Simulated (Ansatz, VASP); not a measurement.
## Ba2SiO4 (Ba2SiO4 (Pnma)) in two plane-wave programs

Wanted: the spread between two codes on one cell, functional and k mesh. Of the first pair: The structure shown is the start of the Ansatz relaxation below; VASP solves that cell, so the two are compared at the walk's first step.

Calculated with Ansatz 0.2.0; plane waves, with VASP 6.6.1 beside it; single point at r2SCAN.

## 1. Starting point

It takes space group Pnma (No. 62, orthorhombic). The conventional cell has a = 7.559 Å, b = 5.828 Å, c = 10.284 Å, α = 90.00°, β = 90.00°, γ = 90.00°. Nearest to Ba lie 9 O at 2.70 to 3.13 Å. Ba has 10 O at 2.66 to 3.22 Å and 1 Si at 3.27 Å nearest. Si has 4 O at 1.63 to 1.65 Å nearest. Nearest to O lie 1 Si at 1.64 Å and 5 Ba at 2.71 to 3.22 Å. O has 1 Si at 1.65 Å and 5 Ba at 2.70 to 3.11 Å nearest. O has 1 Si at 1.63 Å and 4 Ba at 2.66 to 3.13 Å nearest. Farther neighbours and most contacts between anions are not listed.

## 2. Ansatz: relaxation, r2SCAN

Ansatz runs on its default PAW (the set named soft_2) files.

The two programs are compared at the cell with which this relaxation starts, whose forces are those of its first step.

input.yaml

```yaml
crystal:
  lattice:
    - [7.5594091, 0.0, 0.0]
    - [0.0, 5.8278151, 0.0]
    - [0.0, 0.0, 10.2839054]
  atoms:
    - { symbol: Ba, position: [0.49187558, 0.25, 0.80634708] }
    - { symbol: Ba, position: [0.50812442, 0.75, 0.19365292] }
    - { symbol: Ba, position: [0.99187558, 0.25, 0.69365292] }
    - { symbol: Ba, position: [0.00812442, 0.75, 0.30634708] }
    - { symbol: Ba, position: [0.66021657, 0.25, 0.41488288] }
    - { symbol: Ba, position: [0.33978343, 0.75, 0.58511712] }
    - { symbol: Ba, position: [0.16021657, 0.25, 0.08511712] }
    - { symbol: Ba, position: [0.83978343, 0.75, 0.91488288] }
    - { symbol: Si, position: [0.72834609, 0.25, 0.08005985] }
    - { symbol: Si, position: [0.27165391, 0.75, 0.91994015] }
    - { symbol: Si, position: [0.22834609, 0.25, 0.41994015] }
    - { symbol: Si, position: [0.77165391, 0.75, 0.58005985] }
    - { symbol: O, position: [0.19349576, 0.98015201, 0.84907421] }
    - { symbol: O, position: [0.80650424, 0.48015201, 0.15092579] }
    - { symbol: O, position: [0.69349576, 0.51984799, 0.65092579] }
    - { symbol: O, position: [0.30650424, 0.01984799, 0.34907421] }
    - { symbol: O, position: [0.80650424, 0.01984799, 0.15092579] }
    - { symbol: O, position: [0.19349576, 0.51984799, 0.84907421] }
    - { symbol: O, position: [0.30650424, 0.48015201, 0.34907421] }
    - { symbol: O, position: [0.69349576, 0.98015201, 0.65092579] }
    - { symbol: O, position: [0.80726643, 0.25, 0.93034661] }
    - { symbol: O, position: [0.19273357, 0.75, 0.06965339] }
    - { symbol: O, position: [0.30726643, 0.25, 0.56965339] }
    - { symbol: O, position: [0.69273357, 0.75, 0.43034661] }
    - { symbol: O, position: [0.98734682, 0.75, 0.58385301] }
    - { symbol: O, position: [0.01265318, 0.25, 0.41614699] }
    - { symbol: O, position: [0.48734682, 0.75, 0.91614699] }
    - { symbol: O, position: [0.51265318, 0.25, 0.08385301] }
basis:
  ecutwfc: 500
  xc_grid: 2
hamiltonian:
  xc: r2scan
kpoints:
  mp_grid: { grid: [4, 5, 3] }
scf:
  occupations: { method: fermi_dirac, width: 0.01 }
  max_iter: 150
output:
  forces: true
  stress: true
relax:
  f_tol: 0.01
  max_steps: 60
  cell: {}
checkpoint:
  write: "../r2scan.run"
  compress: false
  write_wavefunctions: false
  write_every: 100000
```

Launch:

```sh
> ansatz run input.yaml --threads 4 --pin off --max-ram 5652MiB --backend cpu --events-out ev --progress --plain --runs-dir out
```

Numbers of over 12 decimals in the logs are rounded to 6 here.

Log:

```text
Engine: ansatz 0.2.0, aarch64-unknown-linux-gnu
Pseudopotentials: kind: paw
Pseudopotential: Ba, paw, valence charge 10, recommended cutoff 500 eV (meta_gga), Ba.paw.azcp
Pseudopotential: Si, paw, valence charge 4, recommended cutoff 500 eV (meta_gga), Si.paw.azcp
Pseudopotential: O, paw, valence charge 6, recommended cutoff 500 eV (meta_gga), O.paw.azcp
Functional definition: r2SCAN
  parameter k0 = 0.174
  parameter k1 = 0.065
  parameter a1 = 4.9479
  exchange = r2scan_x(k0 = k0, k1 = k1, a1 = a1)
  correlation = r2scan_c
Crystal: 28 atoms, lattice volume = 453.056 Å³
Basis set: ecut = 500 eV, 11551 PW (Γ), exchange–correlation on 120×90×160 points (8 copies of the dense FFT grid, shifted against one another)
Bands: 124, of which v1, the nominal top of the filled ones, is band 96 counted from 1 (95 counted from 0)
Symmetry: 8 space group operations
Space group: Pnma (ITA 62), of the structure as read, at distance tolerance 7.7e-5 Å
k-points: 18 of 60
Non-local potential: Ba, projectors of the file, l = 0: 3, l = 1: 2, l = 2: 2, l = 3: 2
Non-local potential: Si, projectors of the file, l = 0: 2, l = 1: 2, l = 2: 2
Non-local potential: O, projectors of the file, l = 0: 2, l = 1: 2, l = 2: 1
PAW form: soft (Blöchl's): semilocal exchange-correlation on the pseudo side does not see the compensation charge
PAW frozen core: Ba, regenerated for the run's functional (the file was generated under x = pbe(κ = 0.804, μ = 0.219515), c = pbe(β = 0.066725))
PAW frozen core: Si, regenerated for the run's functional (the file was generated under x = pbe(κ = 0.804, μ = 0.219515), c = pbe(β = 0.066725))
PAW frozen core: O, regenerated for the run's functional (the file was generated under x = pbe(κ = 0.804, μ = 0.219515), c = pbe(β = 0.066725))
PAW one-centre angular grid: Ba, 302 points (default); XC on 160 Gauss nodes
PAW one-centre angular grid: Si, 302 points (default); XC on 160 Gauss nodes
PAW one-centre angular grid: O, 302 points (default); XC on 160 Gauss nodes
Initial density: superposition of atomic densities (neutral atoms: chi_scale 0, normalization atom), corrected by the library's trained network
Initial wavefunctions: pseudopotential atomic-orbital guess
Functional: x = r2scan, c = r2scan; τ floored in thin density (d = 2e-4 eV/Å³)
SCF iter   1: F=—  HF=-59418.124971 eV  |F-HF|=—  |Δ(HF+E_count)|=         —  Δρ=8.30e-3  dr2=3.96e-1  dr2_τ=1.47e0  ethr=1.77e-3  ⟨swp⟩=7.7  Hψ=11107  notcnv=0  defer=112
preconditioner: auto → Resta (q_TF=auto, 2.365 Å⁻¹)  ε∞=3.5  [insulator: Δε(μ)=5.568 eV  Ē_g=14.510 eV  σ=0.010 eV  W_gap=1.00  n_scr=102 (ndim 8)  ℏωp=23.1 eV  f_vac=0.000  D(μ)=0.00/eV (n_scr^D=0)  ε∞_Penn≈3.5]
SCF iter   2: F=—  HF=-59419.043098 eV  |F-HF|=—  |Δ(HF+E_count)|=   9.18e-1  Δρ=4.49e-3  dr2=6.18e-2  dr2_τ=9.70e-3  ethr=2.06e-4  ⟨swp⟩=3.0  Hψ=4430  notcnv=0  defer=368
SCF iter   3: F=—  HF=-59419.031698 eV  |F-HF|=—  |Δ(HF+E_count)|=   1.14e-2  Δρ=1.41e-3  dr2=7.63e-3  dr2_τ=8.52e-4  ethr=3.22e-5  ⟨swp⟩=3.0  Hψ=3392  notcnv=0  defer=134
automatic band count: iteration 3 solves 111 bands in place of 124: the levels show a gap, and the empty bands left out lie too high to hold charge; the band table lists the bands solved (type scf.n_extra_bands for more)
SCF iter   4: F=—  HF=-59419.030459 eV  |F-HF|=—  |Δ(HF+E_count)|=   1.24e-3  Δρ=3.54e-4  dr2=3.29e-4  dr2_τ=6.29e-5  ethr=3.97e-6  ⟨swp⟩=3.0  Hψ=3432  notcnv=0  defer=134
SCF iter   5: F=—  HF=-59419.030532 eV  |F-HF|=—  |Δ(HF+E_count)|=   7.23e-5  Δρ=1.61e-4  dr2=9.61e-5  dr2_τ=1.47e-5  ethr=1.71e-7  ⟨swp⟩=2.0  Hψ=3448  notcnv=0  defer=134
SCF iter   6: F=—  HF=-59419.030118 eV  |F-HF|=—  |Δ(HF+E_count)|=   4.14e-4  Δρ=3.80e-5  dr2=6.27e-6  dr2_τ=5.64e-7  ethr=5.00e-8  ⟨swp⟩=2.0  Hψ=3315  notcnv=0  defer=134
SCF iter   7: F=—  HF=-59419.030119 eV  |F-HF|=—  |Δ(HF+E_count)|=   1.71e-6  Δρ=1.65e-5  dr2=1.44e-6  dr2_τ=9.41e-8  ethr=3.27e-9  ⟨swp⟩=2.0  Hψ=3463  notcnv=0  defer=134
SCF iter   8: F=—  HF=-59419.030119 eV  |F-HF|=—  |Δ(HF+E_count)|=   1.36e-7  Δρ=4.83e-6  dr2=1.19e-7  dr2_τ=3.73e-9  ethr=7.50e-10  ⟨swp⟩=2.0  Hψ=2724  notcnv=0  defer=134
SCF iter   9: F=-59419.030119 eV  HF=-59419.030119 eV  |F-HF|=1.06e-8  |Δ(HF+E_count)|=   7.37e-9  Δρ=2.00e-6  dr2=1.41e-8  dr2_τ=1.77e-9  ethr=5.21e-11  ⟨swp⟩=4.0  Hψ=6381  notcnv=0
SCF 1 converged in 9 iterations: F = -59419.030119 eV  dr2 = 1.41e-8
  greatest PAW one-centre occupation: 0.949 electrons in one spin orbital (limit 2), on the Ba atom at site 3 (counted from 0), in its partial waves of l = 0
relax step   1: F+E_penalty+E_count = -59419.03011913 eV  Δ(F+E_penalty+E_count) = +0.000e0 eV  max|allowed force component| = 6.311e-2 eV/Å  Δτ_max = 0.0000 Å  P = -1.102 GPa  Ω = 453.056 Å³  (9 SCF iters, dr2 threshold 1.00e-7 eV, accepted)
[...]
relax step   5: F+E_penalty+E_count = -59419.05489104 eV  Δ(F+E_penalty+E_count) = -1.999e-3 eV  max|allowed force component| = 3.939e-3 eV/Å  Δτ_max = 0.0088 Å  P = +0.006 GPa  Ω = 447.548 Å³  energy of the carried Pulay correction = +1.286e-3 eV  (9 SCF iters, accepted)
[...]
relax step   6: F+E_penalty+E_count = -59419.05359252 eV  Δ(F+E_penalty+E_count) = +1.299e-3 eV  max|allowed force component| = 3.964e-3 eV/Å  Δτ_max = 0.0000 Å  P = +0.010 GPa  Ω = 447.548 Å³  stress off target by 1.86e-2 GPa  SCF on the basis re-selected at this cell (its energy is not comparable with the rows above)  (4 SCF iters)
basis re-selected at this cell: Δ(F+E_penalty+E_count) = +1.299e-3 eV, ΔP = +0.004 GPa vs the last step (what re-selecting the basis moved, of the pressure what is left beyond the Pulay correction that the steps carried, after the strain that the cell walked since its last selection, with what the two solves' SCF thresholds leave and, on support functions, any second-order correction that the steps lacked; it is no measure of the basis error at this ecutwfc). The dense FFT grid was sized anew with the basis: this SCF ran on 60×45×75 points, the steps before it on 60×45×80, so part of this shift can come from that change (see relax.cell in the input reference). [rest of the remark cut]
SCF converged after 4 iterations
Free energy (F): -59419.053593 eV
Harris-Foulkes:  -59419.053593 eV  (|F-HF|=1.75e-10)
Internal energy: -59419.053593 eV  (E = F + TS)
E sigma→0 (E₀):  -59419.053593 eV
Fermi energy:    9.982137 eV
--- Per-component energies (eV) ---
  E_band       = -263.749507
  E_kinetic    = 4396.588456
  E_local      = -7669.328598  (includes V_loc(G=0)·N_el)
  E_nonlocal   = 1296.717620
  E_hartree    = 2770.024288
  E_xc         = -2669.556588
  E_vxc        = -3120.418819  (∫ρ·V_xc dr)
  E_paw        = -46653.651073  (= ΣΔE_a)
  E_vpaw       = -887.644707  (= ΣTr[D̂ρ^β])
  E_aug_tail   = 0.016270  (compensation charges beyond the density's cutoff)
  E_vtau       = 180.271484  (kinetic-family band-sum trace: ∫τ·v_τ [+ j·A + Jᵃ·Aᵃ] dr)
  E_ewald      = -10889.610507
  E_core_change = -0.253459  (= ΣΔE_core)
  E_smearing   = -0.000000  (= −TS)
  E_closure    = -0.000000  (closes the sum)
  Σ components = -59419.053593   (vs F -59419.053593, Δ=0.00e0)
--- Forces (eV/Å), atoms counted from 1 ---
  atom   1  Ba     0.00069065     0.00000000     0.00104143
  atom   2  Ba    -0.00069065    -0.00000000    -0.00104143
  atom   3  Ba     0.00069065     0.00000000    -0.00104143
  atom   4  Ba    -0.00069065    -0.00000000     0.00104143
  atom   5  Ba     0.00388675     0.00000000     0.00281413
  atom   6  Ba    -0.00388675    -0.00000000    -0.00281413
  atom   7  Ba     0.00388675    -0.00000000    -0.00281413
  atom   8  Ba    -0.00388675     0.00000000     0.00281413
  atom   9  Si     0.00149750    -0.00000000    -0.00396427
  atom  10  Si    -0.00149750     0.00000000     0.00396427
  atom  11  Si     0.00149750     0.00000000     0.00396427
  atom  12  Si    -0.00149750     0.00000000    -0.00396427
  atom  13  O     -0.00044712     0.00235233    -0.00069694
  atom  14  O      0.00044712     0.00235233     0.00069694
  atom  15  O     -0.00044712    -0.00235233     0.00069694
  atom  16  O      0.00044712    -0.00235233    -0.00069694
  atom  17  O      0.00044712    -0.00235233     0.00069694
  atom  18  O     -0.00044712    -0.00235233    -0.00069694
  atom  19  O      0.00044712     0.00235233    -0.00069694
  atom  20  O     -0.00044712     0.00235233     0.00069694
  atom  21  O     -0.00174400    -0.00000000     0.00011268
  atom  22  O      0.00174400    -0.00000000    -0.00011268
  atom  23  O     -0.00174400     0.00000000    -0.00011268
  atom  24  O      0.00174400     0.00000000     0.00011268
  atom  25  O      0.00313329     0.00000000    -0.00066820
  atom  26  O     -0.00313329     0.00000000     0.00066820
  atom  27  O      0.00313329     0.00000000     0.00066820
  atom  28  O     -0.00313329     0.00000000    -0.00066820
  max |Σ_I F_I| component: 2.17e-18 eV/Å
--- Stress (GPa, compression-positive) ---
        0.000583      -0.000000       0.000000
       -0.000000       0.018616       0.000000
        0.000000       0.000000       0.011800
  P = ⅓ Tr σ = 0.0103 GPa (0.103 kbar)
--- Relaxed structure (5 steps of the walk, 3 accepted, 1 SCFs on fresh bases) ---
  F+E_penalty+E_count = -59419.05359252 eV   max|allowed force component| = 3.964e-3 eV/Å   (the final SCF, on the basis selected at the relaxed cell)
  cell:  # Å, volume = 447.5480 Å³
    - [7.521245, 0, 0]
    - [0, 5.801965, -2.3151764191191446e-18]
    - [0, -4.085417067973217e-18, 10.255924]
  atoms:
    - { symbol: Ba, position: [0.491387, 0.25, 0.805738] }
    - { symbol: Ba, position: [0.508613, 0.75, 0.194262] }
    - { symbol: Ba, position: [0.991387, 0.25, 0.694262] }
    - { symbol: Ba, position: [0.00861296, 0.75, 0.305738] }
    - { symbol: Ba, position: [0.660887, 0.25, 0.415472] }
    - { symbol: Ba, position: [0.339113, 0.75, 0.584528] }
    - { symbol: Ba, position: [0.160887, 0.25, 0.084528] }
    - { symbol: Ba, position: [0.839113, 0.75, 0.915472] }
    - { symbol: Si, position: [0.727953, 0.25, 0.079452] }
    - { symbol: Si, position: [0.272047, 0.75, 0.920548] }
    - { symbol: Si, position: [0.227953, 0.25, 0.420548] }
    - { symbol: Si, position: [0.772047, 0.75, 0.579452] }
    - { symbol: O, position: [0.192934, 0.981042, 0.850109] }
    - { symbol: O, position: [0.807066, 0.481042, 0.149891] }
    - { symbol: O, position: [0.692934, 0.518958, 0.649891] }
    - { symbol: O, position: [0.307066, 0.018958, 0.350109] }
    - { symbol: O, position: [0.807066, 0.018958, 0.149891] }
    - { symbol: O, position: [0.192934, 0.518958, 0.850109] }
    - { symbol: O, position: [0.307066, 0.481042, 0.350109] }
    - { symbol: O, position: [0.692934, 0.981042, 0.649891] }
    - { symbol: O, position: [0.805962, 0.25, 0.929153] }
    - { symbol: O, position: [0.194038, 0.75, 0.070847] }
    - { symbol: O, position: [0.305962, 0.25, 0.570847] }
    - { symbol: O, position: [0.694038, 0.75, 0.429153] }
    - { symbol: O, position: [0.988593, 0.75, 0.583983] }
    - { symbol: O, position: [0.011407, 0.25, 0.416017] }
    - { symbol: O, position: [0.488593, 0.75, 0.916017] }
    - { symbol: O, position: [0.511407, 0.25, 0.083983] }
```

[end of part 1 of 3]

[Lines on the potential files, build, host, timing and source positions are cut from VASP's logs without a mark.]

[Logs are printed without paths, hosts, clocks, repeated set-up lines and the standing remarks that a program may print on its own settings, such as how far it seeks lower states.]

[Hosts, paths, dates, database ids (printed as entryN), source tags and the programs' standing remarks are cut or masked in the printed files.]
